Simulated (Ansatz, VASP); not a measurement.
# Ta2Ge in two plane-wave programs, part 2 of 2

Wanted: the spread between two codes on one cell, functional and k mesh. The cell is generated by rule, not measured, and may not be a known phase. The cell comes out of the VASP series on this material, whose earlier steps may have relaxed, scaled or displaced it; both programs get it as it stands.

VASP 6.6.1 and Ansatz 0.2.0.

So far. Step 3 (Ansatz: single point, PBEsol): The run ends at a pressure of -0.29 GPa, with forces up to 0.068 eV/Å.

**6. VASP: band structure, PBEsol, spin-orbit coupling**

Level of this step: PBEsol, spin-orbit coupling; plane waves and PAW (Ta_pv, Ge_d); invented cell (VASP).

The same cell, functional, mesh and smearing now go to VASP, with its own data sets and cutoff.

Contents of INCAR:

```
SYSTEM = Ta2Ge
PREC = Accurate
ENCUT = 410
EDIFF = 1E-06
NELM = 100
ISMEAR = -1
SIGMA = 0.05
LREAL = .FALSE.
ALGO = Normal
GGA = PS
LNONCOLLINEAR = .TRUE.
MAGMOM = 0 0 0 0 0 0 0 0 0
NBANDS = 48
GGA_COMPAT = .FALSE.
LASPH = .TRUE.
LSORBIT = .TRUE.
LMAXMIX = 4
LORBIT = 11
LWAVE = .FALSE.
LCHARG = .FALSE.
```

Contents of POSCAR:

```
Ta2Ge
1.0
    2.7236275156      0.0000000000      0.0000000000
    0.0000000000      2.7236275156      0.0000000000
    0.0000000000      0.0000000000      7.8794908950
Ta Ge
2 1
Direct
    0.5000000000      0.5000000000      0.1720717401
    0.5000000000      0.5000000000      0.8279282599
    0.5000000000      0.5000000000      0.5000000000
```

Contents of KPOINTS:

```
Automatic mesh
0
Gamma
8 8 3
0 0 0
```

Contents of KPOINTS_OPT:

```
Line mode
16
Line-mode
Reciprocal
  0.00000000   0.00000000   0.00000000 GAMMA
  0.00000000   0.50000000   0.00000000 X

  0.00000000   0.50000000   0.00000000 X
  0.50000000   0.50000000   0.00000000 M

  0.50000000   0.50000000   0.00000000 M
  0.00000000   0.00000000   0.00000000 GAMMA

  0.00000000   0.00000000   0.00000000 GAMMA
  0.00000000   0.00000000   0.50000000 Z

  0.00000000   0.00000000   0.50000000 Z
  0.00000000   0.50000000   0.50000000 R

  0.00000000   0.50000000   0.50000000 R
  0.50000000   0.50000000   0.50000000 A

  0.50000000   0.50000000   0.50000000 A
  0.00000000   0.00000000   0.50000000 Z

  0.00000000   0.50000000   0.00000000 X
  0.00000000   0.50000000   0.50000000 R

  0.50000000   0.50000000   0.00000000 M
  0.50000000   0.50000000   0.50000000 A
```

PAW data sets: Ta_pv and Ge_d (PBE family, release 64).

Started as:

```console
mpirun -np 1 vasp_ncl
```

Numbers of over 12 decimals in the logs are rounded to 6 here.

The program printed:

```text
[banner, memory and clock lines left out]
running    1 mpi-ranks, on    1 nodes
[...]
[... a notice as in an earlier step ...]

 LDA part: xc-table for (Slater+PW92), standard interpolation
 POSCAR, INCAR and KPOINTS ok, starting setup
[...]
entering main loop
       N       E                     dE             d eps       ncg     rms          rms(c)
DAV:   1     0.361040115681E+03    0.36104E+03   -0.16058E+04  3688   0.264E+03
DAV:   2     0.186062302437E+02   -0.34243E+03   -0.33118E+03  2896   0.727E+02
DAV:   3    -0.270092153789E+02   -0.45615E+02   -0.43845E+02  3312   0.166E+02
DAV:   4    -0.298758072562E+02   -0.28666E+01   -0.28222E+01  3712   0.438E+01
[...]
DAV:  11    -0.291000348035E+02    0.19990E-04   -0.19174E-04  3376   0.845E-02    0.366E-02
DAV:  12    -0.291000371384E+02   -0.23349E-05   -0.28874E-05  3736   0.429E-02    0.162E-02
DAV:  13    -0.291000370804E+02    0.57947E-07   -0.34025E-06  3184   0.164E-02
   1 F= -.29100037E+02 E0= -.29090133E+02  d E =-.198078E-01  mag=     0.0000    -0.0000    -0.0000
 Start KPOINTS_OPT (optional k-point list driver)
k-point batch [1-30\144]
       N       E                     dE             ncg
DAV:   1    -0.348661489878E+04   -0.30455E+05     3720
DAV:   2    -0.138350967197E+05   -0.10348E+05     2904
DAV:   3    -0.151915789731E+05   -0.13565E+04     3352
DAV:   4    -0.152720025556E+05   -0.80424E+02     3664
[...]
DAV:   8    -0.152742306785E+05   -0.99940E-04     3848
DAV:   9    -0.152742306838E+05   -0.53345E-05     2800
DAV:  10    -0.152742306841E+05   -0.28832E-06     2176
[...]
k-point batch [121-144\144]
       N       E                     dE             ncg
DAV:   1     0.394111573646E+04   -0.38484E+05     3048
DAV:   2    -0.407524191010E+04   -0.80164E+04     2336
DAV:   3    -0.514448826052E+04   -0.10692E+04     2760
DAV:   4    -0.520385559329E+04   -0.59367E+02     2752
[...]
DAV:   8    -0.520565721384E+04   -0.46292E-04     2776
DAV:   9    -0.520565721603E+04   -0.21868E-05     2048
DAV:  10    -0.520565721619E+04   -0.16112E-06     1704
```

From OUTCAR (step 6):

```text
  Total        0.1052116      0.1052116     -0.6086650      0.0000000     -0.0000000      0.0000000
  in kB        2.8839040      2.8839040    -16.6838147      0.0000000     -0.0000000      0.0000000
  external PRESSURE =      -3.6386689 kB  Pullay stress =       0.0000000 kB

 POSITION                                       TOTAL-FORCE (eV/Angst)
 -----------------------------------------------------------------------------------
      1.36181      1.36181      1.35584         0.000000     -0.000000      0.052461
      1.36181      1.36181      6.52365        -0.000000      0.000000     -0.052461
      1.36181      1.36181      3.93975         0.000000      0.000000      0.000000
 -----------------------------------------------------------------------------------
    total drift:                                0.000000      0.000000      0.000000

  FREE ENERGIE OF THE ION-ELECTRON SYSTEM (eV)
  ---------------------------------------------------
  free  energy   TOTEN  =       -29.1000370804 eV

  energy  without entropy=      -29.0802293241  energy(sigma->0) =      -29.09013320

 magnetization (x)
# of ion       s       p       d       tot
------------------------------------------
    1        0.000   0.000   0.000   0.000
    2        0.000   0.000   0.000   0.000
    3        0.000   0.000  -0.000  -0.000
--------------------------------------------------
tot          0.000   0.000  -0.000  -0.000

 magnetization (y)
# of ion       s       p       d       tot
------------------------------------------
    1        0.000   0.000   0.000   0.000
    2        0.000   0.000   0.000   0.000
    3        0.000   0.000   0.000   0.000
--------------------------------------------------
tot          0.000   0.000   0.000   0.000

 magnetization (z)
# of ion       s       p       d       tot
------------------------------------------
    1        0.000   0.000   0.000   0.000
    2        0.000   0.000   0.000   0.000
    3        0.000  -0.000  -0.000  -0.000
--------------------------------------------------
tot          0.000  -0.000  -0.000  -0.000

[... 1 part as in an earlier step ...]

[... 2 further parts left out ...]
[key lines of the parts left out:]
E-fermi :   5.1809
```

The k-mesh is coarse for a metal.

The run ends at a pressure of -0.36 GPa, with forces up to 0.052 eV/Å.

**7. Side by side**

What differs besides the data sets and the points named for the pairs above, as far as they apply: spin-orbit coupling enters by fully relativistic files in Ansatz and inside the spheres in VASP; the data sets hold 40 valence electrons in Ansatz (fully relativistic PAW (standard-fr) files) and 36 in VASP. Total energies have different zeros and are not compared.

Compared:

```
      quantity  Ansatz   VASP  difference
pressure (GPa)   -0.30  -0.36       +0.06
```

Forces (eV/Å; atoms numbered as in POSCAR):

```
atom        Ansatz x, y, z          VASP x, y, z
 Ta1   0.000, 0.000, 0.087   0.000, 0.000, 0.052
 Ta2  0.000, 0.000, -0.087  0.000, 0.000, -0.052
 Ge3   0.000, 0.000, 0.000   0.000, 0.000, 0.000
```

The forces differ by 16 meV/Å r.m.s., which is 65.6 % of the r.m.s. force of 0.02 eV/Å (both taken over all components). Levels from 3 eV below to 2 eV above the Fermi level differ by 20 meV r.m.s. and 78 meV at most; each VASP level is matched to the nearest of Ansatz, which flatters the figure a little. Ansatz's pressure holds a Pulay correction of 0.04 GPa; VASP's holds none.

**8. Further runs**

The difference is large enough to ask for its cause, so further runs change the set-up of one program at a time, as the table lists.

```
                                                           run  r.m.s. force difference (meV/Å)
                                                      as above                               16
cores kept as stored, as VASP does, whose cores stay as stored                               16
                       Ansatz's larger PAW set (cutoff 640 eV)                               14
                   norm-conserving potentials (cutoff 1061 eV)                               15
```

**9. Results**

```yaml
r_m_s_force_difference_single_point_pbesol: 1.9 meV/Å
r_m_s_force_difference_band_structure_pbesol_spin_orbit_coupling: 16 meV/Å
```

**Reading.** The r.m.s. force difference is 16 meV/Å (band structure, PBEsol, spin-orbit coupling), beyond the 12 meV/Å picked in this series as the mark of a large difference. For band structure, PBEsol, spin-orbit coupling: no further run halves the r.m.s. force difference; only Ansatz's side was varied, and Ansatz's runs with other potentials lie closer to each other than to VASP, which for this quantity points to VASP's side; this was not tested here. How closely two codes agree says nothing of how well the functional describes the real material.

[Lines on the potential files, build, host, timing and source positions are cut from VASP's logs without a mark.]

[Logs are printed without paths, hosts, clocks, repeated set-up lines and the standing remarks that a program may print on its own settings, such as how far it seeks lower states.]

[Hosts, paths, dates, database ids (printed as entryN), source tags and the programs' standing remarks are cut or masked in the printed files.]
